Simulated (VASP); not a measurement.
# Sn2H3Br (P-3m1) in VASP: density of states with PBE

Aim: the density of states of Sn2H3Br with PBE.

Program: VASP 6.6.1. These are calculated values, not measurements. Logs are shortened: lines on timing, memory, paths and dates and some standing lists are left out, and cuts for length are marked.

### Step 1. The structure

It takes space group P-3m1 (No. 164, trigonal). Conventional cell: a = 5.260 Å, b = 5.260 Å, c = 5.378 Å, α = 90.00°, β = 90.00°, γ = 120.00°. Sn (site symmetry 3m) has 3 H at 1.97 Å as nearest neighbours. H (site symmetry 2/m) has 2 Sn at 1.97 Å as nearest neighbours. Br (site symmetry -3m) has 6 Sn at 3.36 Å and 12 H at 3.76 Å as nearest neighbours.

The cell was built by a generator and needn't be a form met in nature.

### Step 2. Density of states, PBE

POSCAR

```
Sn2H3Br                                 
1.0
    5.2602456416      0.0000000000      0.0000000000
   -2.6301228208      4.5555063533      0.0000000000
    0.0000000000      0.0000000000      5.3780210557
  Sn              H               Br            
     2     3     1
Direct
     0.6666666699999979    0.3333333300000021    0.7678199977821052
     0.3333333300000021    0.6666666699999979    0.2321800022178948
     0.5000000000000000    0.0000000000000000    0.0000000000000000
     0.5000000000000000    0.5000000000000000    0.0000000000000000
     0.0000000000000000    0.5000000000000000    0.0000000000000000
     0.0000000000000000    0.0000000000000000    0.5000000000000000
```

INCAR.step1

```
PREC = Accurate
ENCUT = 520
EDIFF = 1E-7
ISMEAR = 0
SIGMA = 0.03
LREAL = F
LASPH = T
NELM = 100
ALGO = Fast
ISIF = 2
LWAVE = F
LCHARG = T
GGA = PE
KPAR = 4
```

KPOINTS.step1

```
regular mesh
0
Gamma
  6 6 4
```

INCAR.step2

```
PREC = Accurate
ENCUT = 520
EDIFF = 1E-7
ISMEAR = -5
SIGMA = 0.03
LREAL = F
LASPH = T
NELM = 100
ALGO = Fast
ISIF = 2
LWAVE = F
LCHARG = F
GGA = PE
LORBIT = 10
KPAR = 4
NEDOS = 1001
ICHARG = 11
```

KPOINTS.step2

```
regular mesh
0
Gamma
  9 9 6
```

Potentials or basis: VASP PAW PBE potentials, release 64 (Sn_d, H, Br).

Started as:

```sh
> cat potpaw_PBE.64/Sn_d/POTCAR potpaw_PBE.64/H/POTCAR potpaw_PBE.64/Br/POTCAR > POTCAR
> cp INCAR.step1 INCAR
> cp KPOINTS.step1 KPOINTS
> mpirun -np 4 vasp_std > vasp.out
> cp INCAR.step2 INCAR
> cp KPOINTS.step2 KPOINTS
> mpirun -np 4 vasp_std > vasp.out
```

OUTCAR:

```text
PREC = Accurate
   ENCUT = 520
   EDIFF = 1E-7
   ISMEAR = -5
   LREAL = F
   LASPH = T
   NELM = 100
   ISIF = 2
   GGA = PE
   LORBIT = 10
   ICHARG = 11

 ion  position               nearest neighbor table
   1  0.667  0.333  0.768-   3 1.97   5 1.97   4 1.97
   2  0.333  0.667  0.232-   3 1.97   5 1.97   4 1.97
   3  0.500  0.000  0.000-   1 1.97   2 1.97
   4  0.500  0.500  0.000-   1 1.97   2 1.97
   5  0.000  0.500  0.000-   1 1.97   2 1.97
   6  0.000  0.000  0.500-

  LATTYP: Found a hexagonal cell.
 ALAT       =     5.2602456416
 C/A-ratio  =     1.0223897175

  Lattice vectors:

 A1 = (   5.2602456416,   0.0000000000,   0.0000000000)
 A2 = (  -2.6301228208,   4.5555063533,   0.0000000000)
 A3 = (   0.0000000000,   0.0000000000,   5.3780210557)

Analysis of symmetry for initial positions (statically):
=====================================================================
 Subroutine PRICEL returns:
 Original cell was already a primitive cell.

 Routine SETGRP: Setting up the symmetry group for a
 hexagonal supercell.

 Subroutine GETGRP returns: Found 12 space group operations
 (whereof 12 operations were pure point group operations)
 out of a pool of 24 trial point group operations.

The static configuration has the point symmetry D_3d.

Analysis of symmetry for dynamics (positions and initial velocities):
=====================================================================
 Subroutine PRICEL returns:
 Original cell was already a primitive cell.

 Routine SETGRP: Setting up the symmetry group for a
 hexagonal supercell.

 Subroutine GETGRP returns: Found 12 space group operations
 (whereof 12 operations were pure point group operations)
 out of a pool of 24 trial point group operations.

The dynamic configuration has the point symmetry D_3d.

 Subroutine INISYM returns: Found 12 space group operations
 (whereof 12 operations are pure point group operations),
 and found     1 'primitive' translations

----------------------------------------------------------------------------------------

                                     Primitive cell

  volume of cell :     128.8740

  direct lattice vectors                    reciprocal lattice vectors
     5.260245642  0.000000000  0.000000000     0.190105191  0.109757283  0.000000000
    -2.630122821  4.555506353  0.000000000     0.000000000  0.219514566  0.000000000
     0.000000000  0.000000000  5.378021056     0.000000000  0.000000000  0.185942002

  length of vectors
     5.260245642  5.260245639  5.378021056     0.219514566  0.219514566  0.185942002

  position of ions in fractional coordinates (direct lattice)
     0.666666670  0.333333330  0.767819998
     0.333333330  0.666666670  0.232180002
     0.500000000  0.000000000  0.000000000
     0.500000000  0.500000000  0.000000000
     1.000000000  0.500000000  0.000000000
     0.000000000  0.000000000  0.500000000

  ion indices of the primitive-cell ions
   primitive index   ion index
                 1           1
                 2           2
                 3           3
                 4           4
                 5           5
                 6           6

----------------------------------------------------------------------------------------

 KPOINTS: regular mesh

Automatic generation of k-mesh.
 Grid dimensions read from file:
 generate k-points for:    9    9    6

 Generating k-lattice:

  Cartesian coordinates                     Fractional coordinates (reciprocal lattice)
     0.021122799  0.012195254  0.000000000     0.111111111 -0.000000000  0.000000000
     0.000000000  0.024390507  0.000000000     0.000000000  0.111111111  0.000000000
     0.000000000  0.000000000  0.030990334     0.000000000  0.000000000  0.166666667

  Length of vectors
     0.024390507  0.024390507  0.030990334

  Shift w.r.t. Gamma in fractional coordinates (k-lattice)
     0.000000000  0.000000000  0.000000000

 TETIRR: Found    674 inequivalent tetrahedra from     2916

 Subroutine IBZKPT returns following result:
 ===========================================

 Found     62 irreducible k-points:

 Following reciprocal coordinates:
            Coordinates               Weight
  0.000000  0.000000  0.000000      1.000000
  0.111111  0.000000  0.000000      6.000000
  0.222222  0.000000  0.000000      6.000000
  0.333333  0.000000  0.000000      6.000000
  0.444444  0.000000  0.000000      6.000000
  0.111111  0.111111  0.000000      6.000000
[... 16 lines left out ...]
  0.222222  0.111111  0.166667     12.000000
 -0.111111  0.333333  0.166667     12.000000
 [... further k-points ...]
   k-points           NKPTS =     62   k-points in BZ     NKDIM =     62   number of bands    NBANDS=     23
   number of dos      NEDOS =   1001   number of ions     NIONS =      6
   total plane-waves  NPLWV =  64000
   dimension x,y,z NGX =    40 NGY =   40 NGZ =   40
   dimension x,y,z NGXF=    80 NGYF=   80 NGZF=   80
   ions per type =               2   3   1
   NGX,Y,Z   is equivalent  to a cutoff of  12.64, 12.64, 12.36 a.u.
   NGXF,Y,Z  is equivalent  to a cutoff of  25.28, 25.28, 24.73 a.u.
 SYSTEM =  unknown system
   PREC   = accura    normal or accurate (medium, high low for compatibility)
   ISTART =      0    job   : 0-new  1-cont  2-samecut
   ICHARG =     11    charge: 1-file 2-atom 10-const
   ISPIN  =      1    spin polarized calculation?
   LNONCOLLINEAR =      F non collinear calculations
   LSORBIT =      F    spin-orbit coupling
   LASPH  =      T    aspherical Exc in radial PAW
   ENCUT  =  520.0 eV  38.22 Ry    6.18 a.u.   9.78  9.78 10.00*2*pi/ulx,y,z
   NELM   =    100;   NELMIN=  2; NELMDL=  0     # of ELM steps
   EDIFF  = 0.1E-06   stopping-criterion for ELM
   LREAL  =      F    real-space projection
   EDIFFG = 0.1E-05   stopping-criterion for IOM
   NSW    =      0    number of steps for IOM
   IBRION =     -1    ionic relax: 0-MD 1-quasi-New 2-CG
   NFREE  =      0    steps in history (QN), initial steepest desc. (CG)
   ISIF   =      2    stress and relaxation
   ISYM   =      2    0-nonsym 1-usesym 2-fastsym
   POTIM  = 0.5000    time-step for ionic-motion
   TEBEG  =    0.0;   TEEND  =   0.0 temperature during run
   PSTRESS=    0.0 pullay stress
   NELECT =      38.0000    total number of electrons
   NUPDOWN=      -1.0000    fix difference up-down
   EMIN   =  10.00;   EMAX   =-10.00  energy-range for DOS
   EFERMI =   0.00;   METHOD = LEGACY
   ISMEAR =    -5;   SIGMA  =   0.03  broadening in eV -4-tet -1-fermi 0-gaus
   EFERMI_NEDOS =   21; number of points for ismear=-14 and -15
   IALGO  =     68    algorithm
   IMIX   =      4    mixing-type and parameters
     AMIX     =   0.40;   BMIX     =  1.00
     AMIX_MAG =   1.60;   BMIX_MAG =  1.00
  volume/ion in A,a.u.               =      21.48       144.95
  Fermi-wavevector in a.u.,A,eV,Ry     =   1.089635  2.059111 16.154252  1.187304
  Thomas-Fermi vector in A             =   2.225842
   LORBIT       =     10    0 simple, 1 ext, 2 COOP (PROOUT), +10 PAW based schemes
   GGA     = PE    functional components
   LHFCALC =     F    Hartree Fock is set to
   AEXX    =    0.0000 exact exchange contribution
   IVDW    =     0    specifies the selected vdW correction
   LEPSILON=     F    determine dielectric tensor
   LRPA    =     F    only Hartree local field effects (RPA)
 non-spin polarized calculation
 RMM-DIIS sequential band-by-band and
 Fermi weights with tetrahedron method with Bloechl corrections
  energy-cutoff  :      520.00
  volume of cell :      128.87
 maximum number of plane-waves:      3494
 NGX is ok and might be reduce to    40

 number of electron      37.9999989 magnetization

 Free energy of the ion-electron system (eV)
  ---------------------------------------------------
  ext. energy  EPLUGINS =         0.00000000
  ---------------------------------------------------
  free energy    TOTEN  =       -19.37837546 eV

  energy without entropy =      -19.37837546  energy(sigma->0) =      -19.37837546

 E-fermi :   2.2195     XC(G=0):  -8.1232

 val. band max:        2.2019470496   @ k =   0.0000   0.3333   0.1667
 cond. band min:       3.0160813664   @ k =   0.0000   0.0000   0.5000
 fundamental gap:      0.8141343169
 Fermi energy:         2.2194568151

 k-point     1 :       0.0000    0.0000    0.0000
  band No.  band energies     occupation
      1     -18.7453      2.00000
      2     -18.7453      2.00000
      3     -18.7105      2.00000
      4     -18.7105      2.00000
      5     -18.6887      2.00000
      6     -18.6887      2.00000
[... 15 lines left out ...]
     22       5.3461      0.00000
     23       6.6536      0.00000

 k-point     2 :       0.1111    0.0000    0.0000
  band No.  band energies     occupation
      1     -18.7455      2.00000
      2     -18.7442      2.00000
      3     -18.7110      2.00000
      4     -18.7100      2.00000
      5     -18.6893      2.00000
      6     -18.6888      2.00000
[... 15 lines left out ...]
     22       5.2480      0.00000
     23       6.8645      0.00000

 k-point     3 :       0.2222    0.0000    0.0000
  band No.  band energies     occupation
      1     -18.7460      2.00000
      2     -18.7413      2.00000
      3     -18.7123      2.00000
      4     -18.7087      2.00000
      5     -18.6905      2.00000
      6     -18.6892      2.00000
[... 15 lines left out ...]
     22       5.0710      0.00000
     23       6.9597      0.00000

 k-point     4 :       0.3333    0.0000    0.0000
  band No.  band energies     occupation
      1     -18.7465      2.00000
      2     -18.7376      2.00000
      3     -18.7141      2.00000
      4     -18.7071      2.00000
      5     -18.6920      2.00000
      6     -18.6900      2.00000
[... 15 lines left out ...]
     22       4.9298      0.00000
     23       6.7753      0.00000

 k-point     5 :       0.4444    0.0000    0.0000
  band No.  band energies     occupation
      1     -18.7468      2.00000
      2     -18.7348      2.00000
      3     -18.7156      2.00000
      4     -18.7060      2.00000
      5     -18.6930      2.00000
      6     -18.6907      2.00000
[... 434 lines left out ...]
 k-point    22 :       0.1111    0.1111    0.1667
  band No.  band energies     occupation
      1     -18.7467      2.00000
      2     -18.7424      2.00000
      3     -18.7119      2.00000
      4     -18.7088      2.00000
      5     -18.6891      2.00000
      6     -18.6874      2.00000
[... 15 lines left out ...]
     22       5.3296      0.00000
     23       7.0326      0.00000

 k-point    23 :       0.2222    0.1111    0.1667
  band No.  band energies     occupation
      1     -18.7464      2.00000
      2     -18.7394      2.00000
      3     -18.7129      2.00000
      4     -18.7081      2.00000
      5     -18.6907      2.00000
      6     -18.6874      2.00000
[... 15 lines left out ...]
     22       5.2759      0.00000
     23       7.1974      0.00000

 k-point    24 :      -0.1111    0.3333    0.1667
  band No.  band energies     occupation
      1     -18.7473      2.00000
      2     -18.7376      2.00000
      3     -18.7144      2.00000
      4     -18.7073      2.00000
      5     -18.6907      2.00000
      6     -18.6882      2.00000
[... 15 lines left out ...]
     22       5.0120      0.00000
     23       6.9925      0.00000

 [... further k-points ...]

------------------------ aborting loop because EDIFF is reached ----------------------------------------

  FORCE on cell =-STRESS in cart. coord.  units (eV):
  Direction    XX          YY          ZZ          XY          YZ          ZX
  --------------------------------------------------------------------------------------
  -------------------------------------------------------------------------------------
  Total       -0.0096851     -0.0096851     -0.0508999     -0.0000000     -0.0000000     -0.0000000
  in kB       -0.1204068     -0.1204068     -0.6327936     -0.0000000     -0.0000000     -0.0000000
  external PRESSURE =      -0.2912024 kB  Pullay stress =       0.0000000 kB

 VOLUME and BASIS-vectors are now :
 -----------------------------------------------------------------------------
  energy-cutoff  :      520.00
  volume of cell :      128.87
      direct lattice vectors                 reciprocal lattice vectors
     5.260245642  0.000000000  0.000000000     0.190105191  0.109757283  0.000000000
    -2.630122821  4.555506353  0.000000000     0.000000000  0.219514566  0.000000000
     0.000000000  0.000000000  5.378021056     0.000000000  0.000000000  0.185942002

 POSITION                                       TOTAL-FORCE (eV/Angst)
 -----------------------------------------------------------------------------------
      2.63012      1.51850      4.12935        -0.000000      0.000000      0.000086
     -0.00000      3.03700      1.24867         0.000000     -0.000000     -0.000086
      2.63012      0.00000      0.00000         0.000000      0.000000      0.000000
      1.31506      2.27775      0.00000         0.000000      0.000000      0.000000
     -1.31506      2.27775      0.00000         0.000000      0.000000      0.000000
      0.00000      0.00000      2.68901         0.000000      0.000000      0.000000
 -----------------------------------------------------------------------------------
    total drift:                                0.000000     -0.000000     -0.000000

  FREE ENERGIE OF THE ION-ELECTRON SYSTEM (eV)
  ---------------------------------------------------
  free  energy   TOTEN  =       -19.3783754564 eV

  energy  without entropy=      -19.3783754564  energy(sigma->0) =      -19.37837546

 total charge

# of ion       s       p       d       tot
------------------------------------------
    1        1.352   0.771   9.993  12.116
    2        1.352   0.771   9.993  12.116
    3        0.531   0.007   0.000   0.539
    4        0.531   0.007   0.000   0.539
    5        0.531   0.007   0.000   0.539
    6        1.619   3.207   0.010   4.835
--------------------------------------------------
tot          5.917   4.771  19.995  30.683
```

It took 40 s on 4 MPI ranks of Intel Xeon 6975P-C (Granite Rapids), shared host; peak memory 0.34 GiB.

Results:

- Valence electrons inside the program's atomic spheres: Sn 12.12; H 0.54; Br 4.83

States per cell in windows of 0.5 eV (zero at the valence-band top; states under -8 eV left out):
| from (eV) | total | Br6_p | Sn1_p | Sn2_p | Sn1_s | Sn2_s | H3_s |
| --- | --- | --- | --- | --- | --- | --- | --- |
| -8.0 | 0.72 | 0.01 | 0.01 | 0.01 | 0.16 | 0.16 | 0.03 |
| -7.5 | 0.31 | 0.00 | 0.00 | 0.00 | 0.07 | 0.07 | 0.01 |
| -7.0 | 0.87 | 0.01 | 0.01 | 0.01 | 0.22 | 0.22 | 0.03 |
| -6.5 | 0.47 | 0.01 | 0.01 | 0.01 | 0.13 | 0.13 | 0.01 |
| -6.0 | 0.31 | 0.01 | 0.00 | 0.00 | 0.09 | 0.09 | 0.00 |
| -5.5 | 0.05 | 0.00 | 0.00 | 0.00 | 0.01 | 0.01 | 0.00 |
| -5.0 | 0.00 | 0.00 | 0.00 | 0.00 | 0.00 | 0.00 | 0.00 |
| -4.5 | 0.15 | 0.03 | 0.01 | 0.01 | 0.00 | 0.00 | 0.00 |
| -4.0 | 1.83 | 0.29 | 0.15 | 0.15 | 0.01 | 0.01 | 0.09 |
| -3.5 | 2.21 | 0.35 | 0.18 | 0.18 | 0.02 | 0.02 | 0.12 |
| -3.0 | 1.68 | 0.61 | 0.07 | 0.07 | 0.02 | 0.02 | 0.03 |
| -2.5 | 2.06 | 0.87 | 0.05 | 0.05 | 0.02 | 0.02 | 0.05 |
| -2.0 | 1.02 | 0.31 | 0.05 | 0.05 | 0.05 | 0.05 | 0.03 |
| -1.5 | 1.04 | 0.23 | 0.06 | 0.06 | 0.08 | 0.08 | 0.03 |
| -1.0 | 1.20 | 0.24 | 0.09 | 0.09 | 0.11 | 0.11 | 0.03 |
| -0.5 | 0.82 | 0.22 | 0.05 | 0.05 | 0.08 | 0.08 | 0.02 |
| 0.0 | 0.00 | 0.00 | 0.00 | 0.00 | 0.00 | 0.00 | 0.00 |
| 0.5 | 0.00 | 0.00 | 0.00 | 0.00 | 0.00 | 0.00 | 0.00 |
| 1.0 | 0.14 | 0.00 | 0.03 | 0.03 | 0.00 | 0.00 | 0.00 |
| 1.5 | 0.98 | 0.03 | 0.20 | 0.20 | 0.01 | 0.01 | 0.00 |
| 2.0 | 1.25 | 0.06 | 0.26 | 0.26 | 0.01 | 0.01 | 0.00 |
| 2.5 | 1.87 | 0.14 | 0.42 | 0.42 | 0.01 | 0.01 | 0.00 |
| 3.0 | 1.71 | 0.12 | 0.42 | 0.42 | 0.00 | 0.00 | 0.00 |
| 3.5 | 0.06 | 0.00 | 0.02 | 0.02 | 0.00 | 0.00 | 0.00 |
| 4.0 | 0.11 | 0.00 | 0.00 | 0.00 | 0.00 | 0.00 | 0.00 |
| 4.5 | 0.83 | 0.02 | 0.02 | 0.02 | 0.00 | 0.00 | 0.01 |
| 5.0 | 0.95 | 0.03 | 0.03 | 0.03 | 0.01 | 0.01 | 0.02 |
| 5.5 | 0.11 | 0.01 | 0.00 | 0.00 | 0.00 | 0.00 | 0.00 |
| 6.0 | 0.00 | 0.00 | 0.00 | 0.00 | 0.00 | 0.00 | 0.00 |
| 6.5 | 0.00 | 0.00 | 0.00 | 0.00 | 0.00 | 0.00 | 0.00 |
